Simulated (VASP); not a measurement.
Method: PBEsol GGA, VASP's PBE PAW potentials (set 64) (plane waves; VASP).

Input for VASP

File KPOINTS:
```
K-points
0
gamma
10 10 1
```

**POSCAR**
```
Rh(100) slab
1
    2.6727229328     0.0000000000     0.0000000000
    0.0000000000     2.6727229328     0.0000000000
   -0.0000000000    -0.0000000000    26.2596679825
Rh
6
Direct
  0.0000000000   0.5000000000   0.3200760000
  0.5000000000   0.0000000000   0.3920450000
  0.0000000000   0.5000000000   0.4640150000
  0.5000000000   0.0000000000   0.5359850000
  0.0000000000   0.5000000000   0.6079550000
  0.5000000000   0.0000000000   0.6799240000
```

**INCAR**
```
SYSTEM = Rh(100) slab
PREC = Normal; ENCUT = 400; LREAL = .FALSE.
LASPH = .TRUE.
EDIFF = 1E-5; NELM = 100; NELMIN = 4
ALGO = Normal; LMAXMIX = 4
ISMEAR = 1; SIGMA = 0.1
GGA = PS
IBRION = 2; NSW = 50; ISIF = 2
EDIFFG = -0.03
LWAVE = .TRUE.; LCHARG = .FALSE.
DIPOL = 0.5 0.5 0.5
LDIPOL = .TRUE.; IDIPOL = 3
```

POTCAR, in this order: Rh_pv (PBE.64 set). Program: vasp_std.

The run wrote:

### OSZICAR
```
...
DAV:  19    -0.463072603610E+02   -0.22379E-04   -0.45699E-06  1402   0.924E-03    0.157E-03
DAV:  20    -0.463072779396E+02   -0.17579E-04   -0.49048E-06  1414   0.580E-03    0.289E-03
DAV:  21    -0.463072894637E+02   -0.11524E-04   -0.77667E-07  1320   0.272E-03    0.129E-03
DAV:  22    -0.463073063340E+02   -0.16870E-04   -0.74724E-07  1316   0.281E-03    0.541E-04
DAV:  23    -0.463073156938E+02   -0.93598E-05   -0.77478E-07  1328   0.246E-03
   1 F= -.46307316E+02 E0= -.46309526E+02  d E =-.463073E+02
       N       E                     dE             d eps       ncg     rms          rms(c)
DAV:   1    -0.460232695468E+02    0.28404E+00   -0.34787E+01  2776   0.685E+01    0.126E+00
DAV:   2    -0.464803207219E+02   -0.45705E+00   -0.39872E+00  2310   0.130E+01    0.361E+00
DAV:   3    -0.463735497693E+02    0.10677E+00   -0.35229E-01  2404   0.566E+00    0.908E-01
DAV:   4    -0.463739903207E+02   -0.44055E-03   -0.53662E-02  2402   0.166E+00    0.107E+00
DAV:   5    -0.463747699557E+02   -0.77963E-03   -0.33622E-02  2412   0.198E+00    0.992E-01
DAV:   6    -0.463655023808E+02    0.92676E-02   -0.17939E-02  2406   0.123E+00    0.187E-01
DAV:   7    -0.463654404214E+02    0.61959E-04   -0.13101E-03  2512   0.250E-01    0.778E-02
DAV:   8    -0.463654459681E+02   -0.55467E-05   -0.99175E-05  2414   0.715E-02
   2 F= -.46365446E+02 E0= -.46368793E+02  d E =-.581303E-01
       N       E                     dE             d eps       ncg     rms          rms(c)
DAV:   1    -0.463534377846E+02    0.12003E-01   -0.14943E+00  2800   0.142E+01    0.263E-01
DAV:   2    -0.463714291604E+02   -0.17991E-01   -0.16168E-01  2304   0.261E+00    0.685E-01
DAV:   3    -0.463677803953E+02    0.36488E-02   -0.14414E-02  2390   0.993E-01    0.205E-01
DAV:   4    -0.463677270196E+02    0.53376E-04   -0.21007E-03  2400   0.339E-01    0.219E-01
DAV:   5    -0.463679832606E+02   -0.25624E-03   -0.19534E-03  2416   0.454E-01    0.233E-01
DAV:   6    -0.463674216591E+02    0.56160E-03   -0.12606E-03  2388   0.367E-01    0.211E-02
DAV:   7    -0.463674285773E+02   -0.69181E-05   -0.67665E-05  2028   0.549E-02
   3 F= -.46367429E+02 E0= -.46370842E+02  d E =-.601129E-01
       N       E                     dE             d eps       ncg     rms          rms(c)
DAV:   1    -0.463672236869E+02    0.19797E-03   -0.20329E-02  2784   0.165E+00    0.331E-02
DAV:   2    -0.463674213458E+02   -0.19766E-03   -0.20993E-03  2268   0.292E-01    0.335E-02
DAV:   3    -0.463674384643E+02   -0.17119E-04   -0.10771E-04  2184   0.766E-02    0.452E-02
DAV:   4    -0.463674227253E+02    0.15739E-04   -0.10552E-04  1660   0.805E-02    0.317E-02
DAV:   5    -0.463674231101E+02   -0.38486E-06   -0.21735E-05  1346   0.468E-02
   4 F= -.46367423E+02 E0= -.46370836E+02  d E =-.601074E-01
       N       E                     dE             d eps       ncg     rms          rms(c)
DAV:   1    -0.463594142076E+02    0.80085E-02   -0.10805E+00  2832   0.123E+01    0.222E-01
DAV:   2    -0.463707216333E+02   -0.11307E-01   -0.11004E-01  2274   0.221E+00    0.388E-01
DAV:   3    -0.463711524996E+02   -0.43087E-03   -0.12884E-02  2436   0.899E-01    0.386E-01
DAV:   4    -0.463695312339E+02    0.16213E-02   -0.41048E-03  2444   0.514E-01    0.926E-02
DAV:   5    -0.463695255028E+02    0.57311E-05   -0.46517E-04  2442   0.217E-01    0.905E-02
DAV:   6    -0.463694652237E+02    0.60279E-04   -0.32494E-04  2360   0.187E-01    0.417E-02
DAV:   7    -0.463694581159E+02    0.71077E-05   -0.30309E-05  1344   0.464E-02
   5 F= -.46369458E+02 E0= -.46372896E+02  d E =-.203501E-02
       N       E                     dE             d eps       ncg     rms          rms(c)
DAV:   1    -0.463585235927E+02    0.10942E-01   -0.12368E+00  2832   0.132E+01    0.238E-01
DAV:   2    -0.463713749150E+02   -0.12851E-01   -0.12600E-01  2274   0.236E+00    0.396E-01
DAV:   3    -0.463720852378E+02   -0.71032E-03   -0.14368E-02  2436   0.953E-01    0.425E-01
DAV:   4    -0.463701331251E+02    0.19521E-02   -0.47487E-03  2444   0.550E-01    0.950E-02
DAV:   5    -0.463701504531E+02   -0.17328E-04   -0.56985E-04  2442   0.239E-01    0.103E-01
DAV:   6    -0.463700665734E+02    0.83880E-04   -0.41042E-04  2352   0.215E-01    0.462E-02
DAV:   7    -0.463700573581E+02    0.92153E-05   -0.36613E-05  1472   0.504E-02
   6 F= -.46370057E+02 E0= -.46373477E+02  d E =-.263425E-02
       N       E                     dE             d eps       ncg     rms          rms(c)
DAV:   1    -0.463622366892E+02    0.78299E-02   -0.10281E+00  2848   0.120E+01    0.227E-01
DAV:   2    -0.463731297412E+02   -0.10893E-01   -0.10368E-01  2274   0.215E+00    0.428E-01
DAV:   3    -0.463733805943E+02   -0.25085E-03   -0.14910E-02  2460   0.981E-01    0.402E-01
DAV:   4    -0.463716477957E+02    0.17328E-02   -0.38750E-03  2484   0.496E-01    0.887E-02
DAV:   5    -0.463716654914E+02   -0.17696E-04   -0.50042E-04  2424   0.244E-01    0.960E-02
DAV:   6    -0.463716037893E+02    0.61702E-04   -0.21699E-04  2360   0.159E-01    0.470E-02
DAV:   7    -0.463715929922E+02    0.10797E-04   -0.37269E-05  1434   0.470E-02    0.113E-02
DAV:   8    -0.463715926703E+02    0.32188E-06   -0.65083E-06  1196   0.195E-02
   7 F= -.46371593E+02 E0= -.46375029E+02  d E =-.153531E-02
       N       E                     dE             d eps       ncg     rms          rms(c)
DAV:   1    -0.463145866803E+02    0.57006E-01   -0.64000E+00  2848   0.300E+01    0.575E-01
DAV:   2    -0.463839905156E+02   -0.69404E-01   -0.65362E-01  2280   0.539E+00    0.111E+00
DAV:   3    -0.463843338067E+02   -0.34329E-03   -0.90952E-02  2460   0.257E+00    0.100E+00
DAV:   4    -0.463736763505E+02    0.10657E-01   -0.24200E-02  2486   0.122E+00    0.211E-01
DAV:   5    -0.463739552841E+02   -0.27893E-03   -0.33284E-03  2418   0.631E-01    0.260E-01
DAV:   6    -0.463734070911E+02    0.54819E-03   -0.16676E-03  2364   0.456E-01    0.117E-01
DAV:   7    -0.463733332990E+02    0.73792E-04   -0.23689E-04  2564   0.115E-01    0.345E-02
DAV:   8    -0.463733243193E+02    0.89797E-05   -0.31893E-05  1574   0.431E-02
   8 F= -.46373324E+02 E0= -.46376801E+02  d E =-.326696E-02
       N       E                     dE             d eps       ncg     rms          rms(c)
DAV:   1    -0.463729447751E+02    0.38852E-03   -0.42765E-02  2848   0.246E+00    0.507E-02
DAV:   2    -0.463734487494E+02   -0.50397E-03   -0.44239E-03  2304   0.451E-01    0.115E-01
DAV:   3    -0.463734013185E+02    0.47431E-04   -0.85966E-04  2460   0.236E-01    0.813E-02
DAV:   4    -0.463733328968E+02    0.68422E-04   -0.14526E-04  1908   0.972E-02    0.182E-02
DAV:   5    -0.463733347353E+02   -0.18385E-05   -0.22975E-05  1462   0.532E-02
   9 F= -.46373335E+02 E0= -.46376813E+02  d E =-.327738E-02
       N       E                     dE             d eps       ncg     rms          rms(c)
DAV:   1    -0.463732600102E+02    0.72887E-04   -0.77541E-03  2832   0.104E+00    0.184E-02
DAV:   2    -0.463733385439E+02   -0.78534E-04   -0.78745E-04  2310   0.180E-01    0.261E-02
DAV:   3    -0.463733414925E+02   -0.29486E-05   -0.81077E-05  1636   0.761E-02    0.338E-02
DAV:   4    -0.463733315022E+02    0.99903E-05   -0.28851E-05  1360   0.440E-02
  10 F= -.46373332E+02 E0= -.46376809E+02  d E =-.327414E-02
       N       E                     dE             d eps       ncg     rms          rms(c)
DAV:   1    -0.463721299511E+02    0.12115E-02   -0.14837E-01  2848   0.430E+00    0.704E-02
DAV:   2    -0.463734303372E+02   -0.13004E-02   -0.13630E-02  2268   0.749E-01    0.508E-02
DAV:   3    -0.463734783523E+02   -0.48015E-04   -0.36634E-04  2434   0.151E-01    0.821E-02
DAV:   4    -0.463734269379E+02    0.51414E-04   -0.30318E-04  2388   0.146E-01    0.458E-02
DAV:   5    -0.463734276190E+02   -0.68108E-06   -0.76536E-05  2032   0.759E-02
  11 F= -.46373428E+02 E0= -.46376923E+02  d E =-.961167E-04
```

**OUTCAR**
```
------------------------ aborting loop because EDIFF is reached ----------------------------------------
  FORCE on cell =-STRESS in cart. coord.  units (eV):
  Direction    XX          YY          ZZ          XY          YZ          ZX
  --------------------------------------------------------------------------------------
  Total       -3.2631118     -3.2631118     -0.6672063      0.0000000      0.0000000      0.0000000
  in kB      -27.8705428    -27.8705428     -5.6986717      0.0000000      0.0000000      0.0000000
  external PRESSURE =     -20.4799191 kB  Pullay stress =       0.0000000 kB
  volume of cell :      187.58
      direct lattice vectors                 reciprocal lattice vectors
     2.672722933  0.000000000  0.000000000     0.374150267  0.000000000  0.000000000
     0.000000000  2.672722933  0.000000000     0.000000000  0.374150267  0.000000000
     0.000000000  0.000000000 26.259667983     0.000000000  0.000000000  0.038081213
 POSITION                                       TOTAL-FORCE (eV/Angst)
 -----------------------------------------------------------------------------------
      0.00000      1.33636      8.47947         0.000000      0.000000     -0.005781
      1.33636      0.00000     10.28371         0.000000      0.000000      0.016149
      0.00000      1.33636     12.17722        -0.000000      0.000000     -0.011380
      1.33636      0.00000     14.08244         0.000000      0.000000      0.011380
      0.00000      1.33636     15.97596         0.000000      0.000000     -0.016149
      1.33636      0.00000     17.78020         0.000000      0.000000      0.005781
 -----------------------------------------------------------------------------------
    total drift:                                0.000000      0.000000      0.000000
  FREE ENERGIE OF THE ION-ELECTRON SYSTEM (eV)
  ---------------------------------------------------
  free  energy   TOTEN  =       -46.3734276190 eV

  energy  without entropy=      -46.3839149232  energy(sigma->0) =      -46.37692339

 reached required accuracy - stopping structural energy minimisation
```
(Selected blocks of OUTCAR.)

### CONTCAR
```
Rh(100) slab
   1.00000000000000
     2.6727229328000002    0.0000000000000000    0.0000000000000000
     0.0000000000000000    2.6727229328000002    0.0000000000000000
     0.0000000000000000    0.0000000000000000   26.2596679825000017
  Rh
     6
Direct
     0.0000000000000000    0.5000000000000000    0.3229085530606230
     0.5000000000000000    0.0000000000000000    0.3916161770305489
     0.0000000000000000    0.5000000000000000    0.4637234490196678
     0.5000000000000000    0.0000000000000000    0.5362765509803322
     0.0000000000000000    0.5000000000000000    0.6083838229694513
     0.5000000000000000    0.0000000000000000    0.6770914469393771
```

The cell is a thin slab with vacuum, built from Rh (fcc): (100) face.
